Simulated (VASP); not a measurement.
Consider the following.

```xyz
3
Lattice="1.8342 -3.1770 0.0000 1.8342 3.1770 0.0000 0.0000 0.0000 5.7537" Properties=species:S:1:pos:R:3 pbc="T T T"
Zr     0.0000     0.0000     0.0000
S      1.8342     1.0590     1.4797
S      1.8342    -1.0590     4.2740
```

These are LDA (Ceperley-Alder, Perdew-Zunger), VASP's LDA PAW potentials (set 64) (plane waves; VASP) values and carry that method's errors. Settings: 520 eV cut-off, 9×9×5 Γ-centred mesh, Gaussian smearing of 0.050 eV, potentials Zr_sv S.

### Question
The ions and cell shape at fixed volume are relaxed. Which structure does the run end with?

### Answer

```xyz
3
Lattice="1.8115 -3.1376 0.0000 1.8115 3.1376 0.0000 0.0000 0.0000 5.8991" Properties=species:S:1:pos:R:3 pbc="T T T"
Zr     0.0000     0.0000     0.0000
S      1.8115     1.0459     1.4449
S      1.8115    -1.0459     4.4542
```
Space group P-3m1 (164), at a tolerance of 0.03 Å.

### Question
How much energy does the relaxation gain?

### Answer
The energy (σ→0) changes by -16.9 meV/atom, in 6 ionic steps.

The compound is ZrS2 in the 1T layered structure. This cell is one point of a volume scan, at 1.06 of the reference volume. Symmetry was kept, so distortions that lower it aren't found.
